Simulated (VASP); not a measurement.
Level of theory: AM05 GGA, VASP's PBE PAW potentials (set 64) (plane waves; VASP).

VASP ran on this input.

File KPOINTS:
```
K-points
0
G
 11 11 11
0 0 0
```

**INCAR**
```
ALGO  =  Normal
EDIFF  =  1E-7
ENCUT  =  520
GGA  =  AM
ISIF  =  2
ISMEAR  =  0
LASPH  =  .TRUE.
LCHARG  =  .FALSE.
LREAL  =  .FALSE.
LWAVE  =  .FALSE.
NELM  =  100
PREC  =  Accurate
SIGMA  =  0.05
SYSTEM  =  LiF
```

**POSCAR**
```
LiF
1
    0.0000000000     2.0160007253     2.0160007253
    2.0160007253     0.0000000000     2.0160007253
    2.0160007253     2.0160007253     0.0000000000
Li F
1 1
Direct
  1.0000000000   0.0000000000   1.0000000000
  0.5000000000   0.5000000000   0.5000000000
```

POTCAR, in this order: Li_sv F (PBE.64 set). Program: vasp_std.

What VASP printed:

**OSZICAR**
```
       N       E                     dE             d eps       ncg     rms          rms(c)
DAV:   1     0.309557486436E+02    0.30956E+02   -0.57450E+03  1064   0.114E+03
DAV:   2    -0.900590230335E+01   -0.39962E+02   -0.38871E+02  1119   0.204E+02
DAV:   3    -0.998294869359E+01   -0.97705E+00   -0.97578E+00  1308   0.306E+01
DAV:   4    -0.999384257787E+01   -0.10894E-01   -0.10892E-01  1378   0.309E+00
DAV:   5    -0.999389967080E+01   -0.57093E-04   -0.57092E-04  1334   0.142E-01    0.408E+00
DAV:   6    -0.957865842530E+01    0.41524E+00   -0.22196E+00  1040   0.117E+01    0.144E+00
DAV:   7    -0.958176361128E+01   -0.31052E-02   -0.18391E-02  1356   0.157E+00    0.863E-01
DAV:   8    -0.958898078434E+01   -0.72172E-02   -0.18498E-02  1371   0.178E+00    0.106E-01
DAV:   9    -0.958913754439E+01   -0.15676E-03   -0.14333E-03  1114   0.417E-01    0.482E-02
DAV:  10    -0.958919934968E+01   -0.61805E-04   -0.22627E-04  1136   0.140E-01    0.727E-03
DAV:  11    -0.958920172204E+01   -0.23724E-05   -0.54641E-06  1383   0.294E-02    0.355E-03
DAV:  12    -0.958920176462E+01   -0.42580E-07   -0.14116E-06  1110   0.138E-02    0.108E-03
DAV:  13    -0.958920176088E+01    0.37368E-08   -0.92638E-08   803   0.286E-03
   1 F= -.95892018E+01 E0= -.95892018E+01  d E =-.180253E-19
```

### OUTCAR
```
------------------------ aborting loop because EDIFF is reached ----------------------------------------
  FORCE on cell =-STRESS in cart. coord.  units (eV):
  Direction    XX          YY          ZZ          XY          YZ          ZX
  --------------------------------------------------------------------------------------
  Total        0.0138123      0.0138123      0.0138123      0.0000000     -0.0000000      0.0000000
  in kB        1.3504413      1.3504413      1.3504413      0.0000000     -0.0000000      0.0000000
  external PRESSURE =       1.3504413 kB  Pullay stress =       0.0000000 kB
  volume of cell :       16.39
      direct lattice vectors                 reciprocal lattice vectors
     0.000000000  2.016000725  2.016000725    -0.248015784  0.248015784  0.248015784
     2.016000725  0.000000000  2.016000725     0.248015784 -0.248015784  0.248015784
     2.016000725  2.016000725  0.000000000     0.248015784  0.248015784 -0.248015784
  FREE ENERGIE OF THE ION-ELECTRON SYSTEM (eV)
  ---------------------------------------------------
  free  energy   TOTEN  =        -9.5892017609 eV

  energy  without entropy=       -9.5892017609  energy(sigma->0) =       -9.58920176
```
(Selected blocks of OUTCAR.)

The compound is LiF in the rock salt structure. It was relaxed first.
